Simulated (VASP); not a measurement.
Here is the system:

```
CELL_PARAMETERS angstrom
      1.93616    -3.35353     0.00000
      1.93616     3.35353     0.00000
      0.00000     0.00000     5.21653
ATOMIC_POSITIONS crystal
  Pt 0.00000 0.00000 0.00000
  Se 0.33333 0.66667 0.25584
  Se 0.66667 0.33333 0.74416
```

Level of theory: optB88-vdW, VASP's PBE PAW potentials (set 64) (plane waves; VASP 6.6.1). Numerical set-up: 520 eV cut-off, 9×9×6 Γ-centred mesh, first-order Methfessel-Paxton smearing of 0.10 eV, potentials Pt Se.

The ions and cell shape at fixed volume are relaxed. Give the cell that the relaxation ends in.

```
CELL_PARAMETERS angstrom
      1.89396    -3.28043     0.00000
      1.89396     3.28043     0.00000
      0.00000     0.00000     5.45163
ATOMIC_POSITIONS crystal
  Pt 0.00000 0.00000 0.00000
  Se 0.33333 0.66667 0.24187
  Se 0.66667 0.33333 0.75813
```
Space group P-3m1 (164), at a tolerance of 0.03 Å.

How much energy does the relaxation gain?

The energy (σ→0) changes by -19.0 meV/atom, in 6 ionic steps.

```csv
step,E(σ→0) (eV),max force (eV/Å),pressure (GPa),volume (Å³)
1,-8.2994,0.523,-5.70,67.74
2,-8.3270,0.326,-4.44,67.74
3,-8.3497,0.066,-1.84,67.74
4,-8.3499,0.105,-1.58,67.74
5,-8.3552,0.051,-1.26,67.74
6,-8.3563,0.009,-1.02,67.74
```

The compound is PtSe2 in the 1T layered structure. This cell is one point of a volume scan, at 1.06 of the reference volume. Symmetry was kept, so distortions that lower it aren't found.
